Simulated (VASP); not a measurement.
A run of VASP 6.6.1 is set up as follows.

Contents of INCAR:

```
SYSTEM = Cl
PREC = Accurate ; ENCUT = 450
EDIFF = 1E-6 ; ISMEAR = 0
SIGMA = 0.01 ; LREAL = .False.
LASPH = .True. ; NELM = 120
ALGO = Normal ; ISIF = 2
LWAVE = .False. ; LCHARG = .False.
GGA = CA ; NBANDS = 14
```

File KPOINTS:

```
Automatic mesh
0
Gamma
  1 1 1
  0 0 0
```

POSCAR

```
Cl                                      
1.0
   12.0000000000      0.0000000000      0.0000000000
    0.0000000000     12.5000000000      0.0000000000
    0.0000000000      0.0000000000     13.0000000000
  Cl            
     2
Direct
     0.4499999994456298    0.4699999998462515    0.4233195554269906
     0.4500000005543759    0.4700000001537462    0.5766804445730095
```

Potentials or basis: VASP PAW LDA potentials, release 64 (Cl).

Command:

```sh
$ cat potpaw_LDA.64/Cl/POTCAR > POTCAR
$ mpirun -np 4 vasp_std > vasp.out
```

Question: Predict the gap between the frontier levels.

Answer: 2.94 eV.

Question: Estimate the largest force.

Answer: 0.437 eV/Å.

Forces on the atoms (eV/Å):
```
Cl   0.000  0.000  0.437
Cl   0.000  0.000 -0.437
```

A hybrid or GW would open this gap; LDA tends to underestimate it.
